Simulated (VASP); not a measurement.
The input files of a VASP run:

File KPOINTS:
```
kpoints
0
G
 6 6 6
```

### POSCAR
```
SrTe
1
    0.0000000000     3.3255110000     3.2637250000
    3.3835050000     0.0000000000     3.2637250000
    3.3835050000     3.3255110000     0.0000000000
Sr Te
1 1
Direct
  0.0000000000   0.0000000000   0.0000000000
  0.4872080000   0.5127920000   0.5127920000
```

### INCAR
```
! general
SYSTEM   =  SrTe
PREC     =  Accurate
ENCUT    =  400
LREAL    =  .FALSE.
LASPH    =  .TRUE.

! electronic loop
EDIFF    =  1E-6
NELM     =  100
ALGO     =  Normal
LMAXMIX  =  4

! smearing
ISMEAR   =  -5

! functional
GGA      =  PE

! ions
ISIF     =  2

! output
LWAVE    =  .FALSE.
LCHARG   =  .FALSE.
```

POTCAR, in this order: Sr_sv Te (PBE.64 set). Program: vasp_std.

Task: Write an equivalent input for Ansatz.

Result: One equivalent input (not run):
Ansatz 0.2 input:
```yaml
crystal:
  lattice:
    - [0.0000000, 3.3255110, 3.2637250]
    - [3.3835050, 0.0000000, 3.2637250]
    - [3.3835050, 3.3255110, 0.0000000]
  atoms:
    - { symbol: Sr, position: [0.0000000, 0.0000000, 0.0000000] }
    - { symbol: Te, position: [0.4872080, 0.5127920, 0.5127920] }
kpoints:
  mp_grid: { grid: [6, 6, 6] }
hamiltonian:
  xc: pbe
  pseudopotentials: { kind: paw }
scf:
  occupations: { method: tetrahedron }
  max_iter: 100
output: { forces: true, stress: true, eigenvalues: true }
```
The two are equivalent in intent, not identical: each code has its own PAW files, so the cut-off isn't converted (ENCUT is set for VASP's; basis.ecutwfc is left out, and Ansatz then takes the one that its files recommend); Ansatz stops its SCF on the density residual and VASP on the energy change (EDIFF).

The compound is SrTe in the rock salt structure. The cell was not relaxed at this level, atoms are displaced from their ideal sites. The run is one of a series of settings (ISMEAR = -5, SIGMA removed against the base run), some of them coarse on purpose.
